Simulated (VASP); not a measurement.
O3W: single point with PBE

O3W, in a box:

```
O W
1.0
    11.00000    0.00000    0.00000
     0.00000   12.00000    0.00000
     0.00000    0.00000   12.00000
O W
3 1
Direct
  0.44495 0.52695 0.61094
  0.56588 0.40722 0.44620
  0.43393 0.59445 0.39276
  0.43832 0.48155 0.47957
```

The cell isn't the ideal one: atoms moved at random, drawn with an rms of 0.05 Å.

- Program: VASP 6.6.1
- Task: single point
- Functional: PBE
- Potentials or basis: VASP PAW PBE potentials, release 64 (O, W_sv)
- Cutoff: 520 eV
- k mesh: 1 × 1 × 1
- Occupations: gaussian, width 0.01 eV
- Spin: no spin polarisation
- Further INCAR settings: ALGO = Normal; EDIFF = 1e-06

- Largest force: 4.825 eV/Å
- Gap between the frontier levels: 1.72 eV

Forces on the atoms (eV/Å):
```
O    0.683  1.593  4.256
O    2.001 -0.911 -0.145
O    0.118  1.803 -1.068
W   -2.802 -2.484 -3.043
```

Levels at points of the mesh, in eV from the valence-band top:
| k point | band 12 | band 13 | band 14 | band 15 | band 16 | band 17 | band 18 | band 19 | band 20 |
| --- | --- | --- | --- | --- | --- | --- | --- | --- | --- |
| (0.00, 0.00, 0.00) | -2.57 | -1.25 | -0.35 | -0.31 | 0.00 | 1.72 | 4.54 | 4.75 | 6.38 |

Run time: 83 s on 1 thread of AMD EPYC 9R45 96-Core Processor (Zen 5) (shared host), peak memory 1.1 GiB.

Caveat: spin-orbit coupling is left out, which moves the levels of the heavy elements.
